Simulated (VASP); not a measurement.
```
BeHg3Se4
1.0
    0.00000     2.93478     2.93478
    2.93478     0.00000     2.93478
   11.90660    11.90660    -0.16747
Hg Se Be
3 4 1
Direct
  0.02889   0.02889   0.97833
  0.00478   0.00478   0.24641
  0.98230   0.98230   0.51328
  0.25559   0.25559   0.05831
  0.23275   0.23275   0.32544
  0.21216   0.21216   0.59088
  0.28158   0.28158   0.78881
  0.00194   0.00194   0.74854
```

Level of theory: PBEsol GGA, VASP's PBE PAW potentials (set 64) (plane waves; VASP 6.6.1). Settings: 400 eV cut-off, 10×10×3 Γ-centred mesh, tetrahedra with Blöchl corrections, potentials Hg Se Be.

The cores are frozen, which limits the accuracy of field gradients.

Question: Give the principal components of the electric field gradient (V/Å²) and the asymmetry η at each nucleus.

Answer: 
| atom | Vxx | Vyy | Vzz | η |
|---|---|---|---|---|
| Hg1 | 42.8 | 42.8 | -85.6 | 0.00 |
| Hg2 | 30.9 | 30.9 | -61.8 | 0.00 |
| Hg3 | 28.4 | 28.4 | -56.8 | 0.00 |
| Se4 | -48.8 | -48.8 | 97.6 | 0.00 |
| Se5 | -45.1 | -45.1 | 90.2 | 0.00 |
| Se6 | 13.6 | 13.6 | -27.1 | 0.00 |
| Se7 | -15.6 | -15.6 | 31.3 | 0.00 |
| Be8 | 1.2 | 1.2 | -2.4 | 0.00 |

The structure was generated: BeHg3Se4 was put into an ordered model structure (R3m), which need not be its known phase. It was relaxed first.
